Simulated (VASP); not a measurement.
Consider the following.

```
CdF2
1.0
    0.00000     2.72256     2.72256
    2.72256     0.00000     2.72256
    2.72256     2.72256     0.00000
Cd F
1 2
Direct
  0.00000   0.00000   0.00000
  0.25000   0.25000   0.25000
  0.75000   0.75000   0.75000
```

Calculation: rev-vdW-DF2, VASP's PBE PAW potentials (set 64) (plane waves; VASP). Settings: 520 eV cut-off, 7×7×7 Γ-centred mesh, Gaussian smearing of 0.050 eV, potentials Cd F.

### Question
Give the energy at these volumes per atom, relative to the lowest: 12.59, 12.99, 13.40, 13.80, 14.20 Å³.

### Answer
19.9, 5.2, 0.0, 2.5, 11.7 meV/atom. A third-order Birch-Murnaghan fit gives B0 = 102 GPa and B0′ = 4.9.

The compound is CdF2 in the fluorite structure. It was relaxed first.
